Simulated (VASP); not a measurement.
**Si2Ni (space group Fm-3m): computed properties**

Level of theory: PBEsol GGA, VASP's PBE PAW potentials (set 64) (plane waves; VASP).

```
Quantity                                                              Result
----------------------------------  ----------------------------------------
space group                                                      Fm-3m (225)
cell                                a = b = c = 5.3963 Å, α = β = γ = 90.00°
volume per atom                                                13.09 Å³/atom
band gap (over mesh and band path)  none (metal, semimetal or under 0.01 eV)
cell moment                                                          0.00 μB
Hill bulk modulus                                                    154 GPa
Hill shear modulus                                                  50.9 GPa
Poisson's ratio                                                        0.351
density                                                           4.86 g/cm³
optical Γ-point spectrum                             308 (×3), 323 (×3) cm⁻¹
C11                                                                  196 GPa
C12                                                                  133 GPa
C44                                                                 70.1 GPa
```

```cif
data_Ni4Si8
_chemical_formula_sum 'Si8 Ni4'
_space_group_name_H-M_alt 'Fm-3m'
_space_group_IT_number 225
_space_group_name_Hall '-F 4 2 3'
_cell_length_a 5.39629
_cell_length_b 5.39629
_cell_length_c 5.39629
_cell_angle_alpha 90.000
_cell_angle_beta 90.000
_cell_angle_gamma 90.000
loop_
_atom_site_label
_atom_site_type_symbol
_atom_site_symmetry_multiplicity
_atom_site_Wyckoff_symbol
_atom_site_fract_x
_atom_site_fract_y
_atom_site_fract_z
_atom_site_occupancy
Si1 Si 8 c 0.25000 0.25000 0.25000 1
Ni1 Ni 4 a 0.00000 0.00000 0.00000 1
```
(The calculation used a cell of 3 atoms; values per cell refer to that cell.)

Finite-difference elastic constants of metals are sensitive to mesh and smearing; shear constants can be off by tens of GPa.

The structure comes from a measured Si2Ni entry (Fm-3m) of the Crystallography Open Database, whose conditions weren't checked. It was relaxed first. Symmetry was kept, so distortions that lower it aren't found.
